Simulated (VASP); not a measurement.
A convergence study with VASP on MgH2 (rutile): one setting is varied, all else stays as given below, so the limit is that of these other settings.

```xyz
6
Lattice="4.5200 0.0000 0.0000 0.0000 4.5200 0.0000 0.0000 0.0000 3.0200" Properties=species:S:1:pos:R:3 pbc="T T T"
Mg     0.0000     0.0000     0.0000
Mg     2.2600     2.2600     1.5100
H      1.3741     1.3741     0.0000
H      3.6341     0.8859     1.5100
H      0.8859     3.6341     1.5100
H      3.1459     3.1459     0.0000
```

Computed with PBE GGA, VASP's PBE PAW potentials (set 64) (plane waves; VASP). The tightest run used: 550 eV cut-off, 12×12×16 Γ-centred mesh, tetrahedra with Blöchl corrections, potentials Mg H.

Gaps are read on the run's mesh, which can miss a band edge.

Q: The settings run are 2×2×3 mesh; 3×3×4 mesh; 4×4×5 mesh; 4×4×6 mesh; 5×5×7 mesh; 6×6×8 mesh; 7×7×9 mesh; 8×8×10 mesh; 8×8×11 mesh; 9×9×12 mesh; 10×10×13 mesh; 10×10×14 mesh; 11×11×15 mesh; 12×12×16 mesh. From which on does the energy per atom stay within 0.001 eV/atom of the tightest run?

A: From 4×4×5 mesh on: it is off by 0.0001 there and by no more than 0.001 in any finer run, while 3×3×4 mesh is off by 0.0012.
```tsv
setting	E (eV/atom)	pressure (GPa)	largest force (eV/Å)	gap on the mesh (eV)	irreducible k-points	difference judged (eV/atom)
2×2×3 mesh	-2.9269	-0.12	0.028	5.149	6	0.0153
3×3×4 mesh	-2.9410	-0.41	0.023	3.868	9	0.0012
4×4×5 mesh	-2.9422	-0.45	0.018	4.366	18	0.0001
4×4×6 mesh	-2.9421	-0.45	0.018	3.856	24	0.0001
5×5×7 mesh	-2.9422	-0.45	0.018	3.923	24	0.0000
6×6×8 mesh	-2.9422	-0.46	0.018	3.782	50	0.0000
7×7×9 mesh	-2.9422	-0.46	0.018	3.837	50	0.0000
8×8×10 mesh	-2.9422	-0.46	0.018	3.731	90	0.0000
8×8×11 mesh	-2.9422	-0.46	0.018	3.802	90	0.0000
9×9×12 mesh	-2.9422	-0.46	0.018	3.746	105	0.0000
10×10×13 mesh	-2.9422	-0.46	0.018	3.750	147	0.0000
10×10×14 mesh	-2.9422	-0.46	0.018	3.696	168	0.0000
11×11×15 mesh	-2.9422	-0.46	0.018	3.768	168	0.0000
12×12×16 mesh	-2.9422	-0.46	0.018	3.700	252	0.0000
```

Left out are rungs that failed or repeat a setting and relaxations that didn't move; long series are thinned to 24 rows.

The compound is MgH2 in the rutile structure. The cell was not relaxed at this level.
